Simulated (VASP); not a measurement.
Output of a VASP run:

**OSZICAR**
```
       N       E                     dE             d eps       ncg     rms          rms(c)
DAV:   1     0.179636819842E+02    0.17964E+02   -0.41361E+03  9656   0.117E+03
DAV:   2    -0.619445328914E+01   -0.24158E+02   -0.23190E+02  9312   0.148E+02
DAV:   3    -0.649538490832E+01   -0.30093E+00   -0.30069E+00 10668   0.216E+01
DAV:   4    -0.649815099796E+01   -0.27661E-02   -0.27659E-02 10397   0.184E+00
DAV:   5    -0.649822213814E+01   -0.71140E-04   -0.71138E-04 10663   0.253E-01    0.988E+00
RMM:   6    -0.579864014098E+01    0.69958E+00   -0.48721E+00  9216   0.392E+01    0.646E+00
RMM:   7    -0.549388277432E+01    0.30476E+00   -0.82691E-01  9216   0.169E+01    0.218E+00
RMM:   8    -0.547392084816E+01    0.19962E-01   -0.13583E-02  9516   0.143E+00    0.942E-01
RMM:   9    -0.547217452117E+01    0.17463E-02   -0.16878E-03  9753   0.556E-01    0.214E-01
RMM:  10    -0.547173150816E+01    0.44301E-03   -0.35927E-04  9315   0.332E-01    0.430E-02
RMM:  11    -0.547171200041E+01    0.19508E-04   -0.10275E-04  9444   0.127E-01    0.368E-02
RMM:  12    -0.547171413982E+01   -0.21394E-05   -0.18041E-05  6648   0.440E-02
   1 F= -.54717141E+01 E0= -.54716492E+01  d E =-.547171E+01  mag=     0.6299
```

File OUTCAR:
```
------------------------ aborting loop because EDIFF is reached ----------------------------------------
  FORCE on cell =-STRESS in cart. coord.  units (eV):
  Direction    XX          YY          ZZ          XY          YZ          ZX
  --------------------------------------------------------------------------------------
  Total       -0.0290505     -0.0290505     -0.0290505      0.0000000      0.0000000      0.0000000
  in kB       -4.2834928     -4.2834928     -4.2834928      0.0000000      0.0000000      0.0000000
  external PRESSURE =      -4.2834928 kB  Pullay stress =       0.0000000 kB
  volume of cell :       10.87
      direct lattice vectors                 reciprocal lattice vectors
     0.000000000  1.757973282  1.757973282    -0.284418430  0.284418430  0.284418430
     1.757973282  0.000000000  1.757973282     0.284418430 -0.284418430  0.284418430
     1.757973282  1.757973282  0.000000000     0.284418430  0.284418430 -0.284418430
 POSITION                                       TOTAL-FORCE (eV/Angst)
 -----------------------------------------------------------------------------------
      0.00000      0.00000      0.00000         0.000000      0.000000     -0.000000
 -----------------------------------------------------------------------------------
    total drift:                               -0.000000     -0.000000     -0.000000
  FREE ENERGIE OF THE ION-ELECTRON SYSTEM (eV)
  ---------------------------------------------------
  free  energy   TOTEN  =        -5.4717141398 eV

  energy  without entropy=       -5.4715192692  energy(sigma->0) =       -5.47164918

 total charge

# of ion       s       p       d       tot
------------------------------------------
    1        0.499   0.500   8.311   9.309

 magnetization (x)

# of ion       s       p       d       tot
------------------------------------------
    1       -0.007  -0.026   0.674   0.642

 reached required accuracy - stopping structural energy minimisation
```
(Selected blocks of OUTCAR.)

File POSCAR:
```
Ni
1
   -0.0000000000     1.7579732817     1.7579732817
    1.7579732817    -0.0000000000     1.7579732817
    1.7579732817     1.7579732817    -0.0000000000
Ni
1
Direct
  0.0000000000   0.0000000000   0.0000000000
```

Problem. Reconstruct the remaining input files.

Solution. One answer among several that fit: the input of the run itself, PBE GGA, plane waves, VASP's PBE PAW potentials (set 64).

**KPOINTS**
```
Automatic mesh
0
Gamma
  20 20 20
```

INCAR:
```
# general
SYSTEM   =  Ni
PREC     =  Normal
ENCUT    =  400
LREAL    =  F
LASPH    =  T   # aspherical one-centre terms

# electronic loop
EDIFF    =  1E-5   # SCF stop (eV)
NELM     =  100   # most electronic steps
NELMIN   =  4
ALGO     =  Fast   # Davidson, then RMM-DIIS
LMAXMIX  =  4   # l cut-off of mixed one-centre charges

# smearing
ISMEAR   =  1   # Methfessel-Paxton
SIGMA    =  0.1

# functional
GGA      =  PE   # PBE

# spin
ISPIN    =  2
MAGMOM   =  0.8

# ions
IBRION   =  2
NSW      =  20
ISIF     =  2
EDIFFG   =  -0.03   # ionic stop

# output
LWAVE    =  F
LCHARG   =  F
LORBIT   =  10
```

POTCAR, in this order: Ni (PBE.64 set). Program: vasp_std.

The compound is Ni in the fcc structure. It was relaxed first.
